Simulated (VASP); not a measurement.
All values below come from PBE GGA with D3 dispersion (Becke-Johnson damping), VASP's PBE PAW potentials (set 64) (plane waves; VASP).

The input files of a VASP run:

### KPOINTS
```
Automatic mesh
0
Gamma
9 9 9
0 0 0
```

POSCAR:
```
PbS
1
    0.0000000000     2.9650302484     2.9650302484
    2.9650302484     0.0000000000     2.9650302484
    2.9650302484     2.9650302484    -0.0000000000
Pb S
1 1
Direct
  0.0000000000   0.0000000000   0.0000000000
  0.5000000000   0.5000000000   0.5000000000
```

### INCAR
```
# general
SYSTEM  = PbS
PREC    = Accurate
ENCUT   = 520
LREAL   = .False.
LASPH   = .True.

# electronic loop
EDIFF   = 1E-7
NELM    = 100
ALGO    = Normal
LMAXMIX = 4

# smearing
ISMEAR  = -5

# functional
GGA     = PE
IVDW    = 12

# ions
ISIF    = 2

# output
LWAVE   = .False.
LCHARG  = .True.
LORBIT  = 11
NEDOS   = 601
```

POTCAR, in this order: Pb_d S (PBE.64 set). Program: vasp_std.

Output of the run:

**OUTCAR**
```
 ion  position               nearest neighbor table
   1  0.000  0.000  0.000-   2 2.97   2 2.97   2 2.97   2 2.97   2 2.97   2 2.97
   2  0.500  0.500  0.500-   1 2.97   1 2.97   1 2.97   1 2.97   1 2.97   1 2.97
  LATTYP: Found a face centered cubic cell.
 ALAT       =     5.9300604968
 Subroutine PRICEL returns:
 Original cell was already a primitive cell.
 Subroutine GETGRP returns: Found 48 space group operations
The static configuration has the point symmetry O_h .
The dynamic configuration has the point symmetry O_h .
 Subroutine INISYM returns: Found 48 space group operations
 Subroutine IBZKPT returns following result:
 Found     35 irreducible k-points:

 Following reciprocal coordinates:
            Coordinates               Weight
  0.000000  0.000000  0.000000      1.000000
  0.111111  0.000000  0.000000      8.000000
  0.222222  0.000000  0.000000      8.000000
  0.333333  0.000000  0.000000      8.000000
  0.444444  0.000000  0.000000      8.000000
  0.111111  0.111111  0.000000      6.000000
  0.222222  0.111111  0.000000     24.000000
  0.333333  0.111111  0.000000     24.000000
  0.444444  0.111111  0.000000     24.000000
...
```

OSZICAR:
```
       N       E                     dE             d eps       ncg     rms          rms(c)
DAV:   1     0.157545391012E+03    0.15755E+03   -0.99648E+03   986   0.152E+03
DAV:   2     0.315042963440E+01   -0.15439E+03   -0.15093E+03  1058   0.355E+02
DAV:   3    -0.893132612692E+01   -0.12082E+02   -0.12032E+02  1274   0.104E+02
DAV:   4    -0.922656194752E+01   -0.29524E+00   -0.29506E+00  1122   0.194E+01
DAV:   5    -0.923753069021E+01   -0.10969E-01   -0.10968E-01  1370   0.362E+00    0.465E+00
DAV:   6    -0.875134573552E+01    0.48618E+00   -0.14819E+00  1472   0.969E+00    0.329E+00
DAV:   7    -0.875212102485E+01   -0.77529E-03   -0.15273E-01  1056   0.226E+00    0.187E+00
DAV:   8    -0.875573262271E+01   -0.36116E-02   -0.15803E-02  1088   0.162E+00    0.229E-01
DAV:   9    -0.875538519118E+01    0.34743E-03   -0.31689E-03  1522   0.582E-01    0.879E-02
DAV:  10    -0.875555786917E+01   -0.17268E-03   -0.34347E-04  1046   0.128E-01    0.468E-02
DAV:  11    -0.875556595411E+01   -0.80849E-05   -0.72534E-05  1222   0.106E-01    0.154E-02
DAV:  12    -0.875556690750E+01   -0.95338E-06   -0.45196E-06  1238   0.224E-02    0.173E-03
DAV:  13    -0.875556702234E+01   -0.11484E-06   -0.13125E-07   876   0.463E-03    0.180E-03
DAV:  14    -0.875556707700E+01   -0.54661E-07   -0.14500E-07   908   0.297E-03
   1 F= -.94504694E+01 E0= -.94504694E+01  d E =0.000000E+00
```

File OUTCAR:
```
------------------------ aborting loop because EDIFF is reached ----------------------------------------
 Edisp (eV)   -0.69490
  FORCE on cell =-STRESS in cart. coord.  units (eV):
  Direction    XX          YY          ZZ          XY          YZ          ZX
  --------------------------------------------------------------------------------------
  Total       0.01013     0.01013     0.01013     0.00000    -0.00000     0.00000
  in kB       0.31128     0.31128     0.31128     0.00000    -0.00000     0.00000
  external pressure =        0.31 kB  Pullay stress =        0.00 kB
  volume of cell :       52.13
      direct lattice vectors                 reciprocal lattice vectors
     0.000000000  2.965030248  2.965030248    -0.168632344  0.168632344  0.168632344
     2.965030248  0.000000000  2.965030248     0.168632344 -0.168632344  0.168632344
     2.965030248  2.965030248  0.000000000     0.168632344  0.168632344 -0.168632344
  FREE ENERGIE OF THE ION-ELECTRON SYSTEM (eV)
  ---------------------------------------------------
  free  energy   TOTEN  =        -9.4504693514 eV

  energy  without entropy=       -9.4504693514  energy(sigma->0) =       -9.45046935

 total charge

# of ion       s       p       d       tot
------------------------------------------
    1        1.488   0.505   9.847  11.841
    2        1.350   2.341   0.000   3.691
--------------------------------------------------
tot          2.838   2.846   9.847  15.532
```
(Selected blocks of OUTCAR.)

The compound is PbS in the rock salt structure. It was relaxed first.
